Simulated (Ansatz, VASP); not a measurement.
# Cross-check of In11Ga5O24 (partly crystallised 69In2O3-31Ga2O3 (mol %)) between VASP and Ansatz

Wanted: the spread between two codes on one cell, functional and k mesh. The cell is taken from a series of runs on this material, whose earlier steps may have relaxed, scaled, displaced or heated it; both programs get it as it stands.

Method: plane waves, with VASP 6.6.1 beside it; r2SCAN, in Ansatz 0.2.0.

## (1) The starting structure

The cell holds 80 atoms: 22 In, 10 Ga and 48 O. Cell: a = 10.118 Å, b = 10.118 Å, c = 10.118 Å, α = 90.0°, β = 90.0°, γ = 90.0°. As first built, before any earlier steps moved the atoms or strained the cell (in the runner's words): 80 atoms (22 Sc, 10 Fe, 48 O) placed at random at 3.87 g/cm^3, melted at 5000 K for 10 ps at fixed volume with the Morse and Coulomb pair potential with partial charges (Pedone, Malavasi, Menziani, Cormack and Segre, J. Phys. Chem. B 110, 11780 (2006)). Quenched from 5000 K to 300 K at 20 K/ps and fixed volume, held 10 ps at zero pressure, then minimised at fixed cell. Then Sc was replaced by In, Fe was replaced by Ga and the cell scaled by 1.027 (the potential has no terms for the new elements, so the cell is a start for a DFT relaxation).

## (2) VASP: single point, r2SCAN

With cell and atoms fixed, the geometry can't cause a difference; cores, projectors, grids and the points listed under the comparison can.

Lines of VASP's logs that name or quote its potential files are left out, and so is its time.

INCAR

```
SYSTEM = In11Ga5O24
PREC = Accurate
ENCUT = 660
EDIFF = 1E-06
NELM = 120
ISMEAR = -1
SIGMA = 0.025
LREAL = Auto
ALGO = Normal
METAGGA = R2SCAN
LASPH = .TRUE.
NBANDS = 408
LORBIT = 11
LWAVE = .FALSE.
LCHARG = .FALSE.
ISIF = 2
GGA_COMPAT = .FALSE.
EFERMI = MIDGAP
LMIXTAU = .TRUE.
NCORE = 2
```

POSCAR

```
In11Ga5O24
1.0
   10.1176100000      0.0000000000      0.0000000000
    0.0000000000     10.1176100000      0.0000000000
    0.0000000000      0.0000000000     10.1176100000
In Ga O
22 10 48
Direct
    0.7667400000      0.6664700000      0.0289800000
    0.4953000000      0.9455300000      0.7107600000
    0.7850600000      0.4638500000      0.2625300000
    0.1259100000      0.6244000000      0.1620900000
    0.7775300000      0.1346700000      0.2226300000
    0.2960100000      0.1293600000      0.9415100000
    0.7735100000      0.4551600000      0.7580900000
    0.7830900000      0.1175500000      0.7727800000
    0.6505200000      0.8088900000      0.4058800000
    0.2890500000      0.7883300000      0.4922100000
    0.0355800000      0.2944400000      0.0491500000
    0.4825900000      0.6369800000      0.2046600000
    0.3007300000      0.9578500000      0.2053600000
    0.7857900000      0.7919600000      0.7438000000
    0.4900000000      0.2953900000      0.7199100000
    0.0641700000      0.2903700000      0.7432000000
    0.2433400000      0.1290000000      0.4831900000
    0.2515000000      0.4650300000      0.4860000000
    0.9782200000      0.9445900000      0.3495000000
    0.5510100000      0.1401900000      0.4361000000
    0.9965000000      0.9403200000      0.9866400000
    0.9751400000      0.6374300000      0.4910800000
    0.9517100000      0.2881200000      0.4674900000
    0.0716000000      0.5919300000      0.7626800000
    0.2928000000      0.4702900000      0.9457700000
    0.5983900000      0.3136400000      0.0331400000
    0.2895200000      0.7737500000      0.9400800000
    0.5482300000      0.4475500000      0.4414300000
    0.5919900000      0.9519900000      0.0323000000
    0.0912900000      0.9433600000      0.7119000000
    0.4906500000      0.6114800000      0.7215000000
    0.3265900000      0.3082300000      0.1972400000
    0.4024900000      0.7663900000      0.7908800000
    0.1249100000      0.7766100000      0.6383000000
    0.3889200000      0.3045000000      0.5400600000
    0.1684300000      0.8126200000      0.0994600000
    0.6554200000      0.9542800000      0.8603900000
    0.6103400000      0.4700200000      0.6171700000
    0.4097200000      0.9628500000      0.0298700000
    0.6252700000      0.5952800000      0.3500800000
    0.1569700000      0.6335400000      0.3794400000
    0.1345400000      0.2960300000      0.4439800000
    0.6082800000      0.1337500000      0.0906400000
    0.4069900000      0.4745800000      0.8044600000
    0.3657100000      0.6193000000      0.0431200000
    0.1242100000      0.4689500000      0.6443300000
    0.2024800000      0.3120100000      0.8923900000
    0.1338300000      0.1032200000      0.6569600000
    0.3825900000      0.9691300000      0.5373700000
    0.8949300000      0.4539100000      0.4348300000
    0.4183900000      0.1168200000      0.7903000000
    0.6642600000      0.2911500000      0.8658300000
    0.6555200000      0.3142900000      0.3680100000
    0.8791400000      0.2749800000      0.6419000000
    0.6693100000      0.9987300000      0.3421000000
    0.3710600000      0.1542900000      0.3064900000
    0.8957900000      0.7731900000      0.9244100000
    0.1780800000      0.4214800000      0.1429900000
    0.9085300000      0.9558000000      0.7208800000
    0.9133200000      0.6135600000      0.1613500000
    0.6271600000      0.8091000000      0.6093000000
    0.9663400000      0.1412000000      0.9167500000
    0.3999400000      0.4461200000      0.3088300000
    0.6153500000      0.1264600000      0.6344500000
    0.6698300000      0.6280100000      0.8364300000
    0.8628400000      0.7991200000      0.4348500000
    0.9081500000      0.1287200000      0.3848000000
    0.1888300000      0.1566400000      0.1265400000
    0.1722600000      0.9514400000      0.3783100000
    0.6427200000      0.4783900000      0.0984100000
    0.3992100000      0.6095600000      0.5590400000
    0.9136100000      0.9870700000      0.1667300000
    0.4146400000      0.3287900000      0.0375400000
    0.4137400000      0.7988500000      0.3103100000
    0.6261000000      0.7992300000      0.1148400000
    0.1806300000      0.9439400000      0.8780900000
    0.1761200000      0.6272700000      0.8894000000
    0.9629400000      0.4503400000      0.8651200000
    0.9031300000      0.6202100000      0.6821100000
    0.8630000000      0.3067400000      0.1600500000
```

KPOINTS

```
Automatic mesh
0
Gamma
1 1 1
0 0 0
```

The projector-augmented-wave data sets are In_d, Ga_d and O (PBE family, release 64).

Started as:

```
> mpirun -np 8 vasp_gam
```

Numbers of over 12 decimals in the logs are rounded to 6 here.

The log of the run:

```text
[banner, memory and clock lines left out]
running    8 mpi-ranks, on    1 nodes
[...]
|                                                                             |
|               ----> ADVICE to this user running VASP <----                  |
|                                                                             |
|     You enforced a specific xc type in the INCAR file but a different       |
|     [... a line on the potential file left out ...]
|     I HOPE YOU KNOW WHAT YOU ARE DOING!                                     |
|                                                                             |

 LDA part: xc-table for (None), standard interpolation
 POSCAR, INCAR and KPOINTS ok, starting setup
[...]
entering main loop
       N       E                     dE             d eps       ncg     rms          rms(c)
DAV:   1     0.203144804595E+05    0.20314E+05   -0.33106E+05   816   0.362E+03
DAV:   2     0.509524800144E+04   -0.15219E+05   -0.14408E+05   816   0.114E+03
DAV:   3    -0.732715788025E+02   -0.51685E+04   -0.49142E+04   920   0.458E+02
DAV:   4    -0.117198116757E+04   -0.10987E+04   -0.10442E+04  1064   0.206E+02
[...]
DAV:  35    -0.103798993816E+04    0.93988E-05   -0.11520E-05  1064   0.435E-02    0.404E-02
DAV:  36    -0.103798993513E+04    0.30357E-05   -0.87707E-06   784   0.236E-02    0.321E-02
DAV:  37    -0.103798993426E+04    0.87041E-06   -0.33886E-06   672   0.137E-02
   1 F= -.10379899E+04 E0= -.10379899E+04  d E =-.382808E-11
```

Parts of OUTCAR (step 2):

```text
  FREE ENERGIE OF THE ION-ELECTRON SYSTEM (eV)
  ---------------------------------------------------
  free  energy   TOTEN  =     -1037.9899342554 eV

  energy  without entropy=    -1037.9899342554  energy(sigma->0) =    -1037.98993426

[... 1 further part left out ...]
```

The run ends at a pressure of -2.37 GPa, with forces up to 3.2 eV/Å.

(Continued in part 2 of 2.)

[Lines on the potential files, build, host, timing and source positions are cut from VASP's logs without a mark.]

[Logs are printed without paths, hosts, clocks, repeated set-up lines and the standing remarks that a program may print on its own settings, such as how far it seeks lower states.]

[Hosts, paths, dates, database ids (printed as entryN), source tags and the programs' standing remarks are cut or masked in the printed files.]
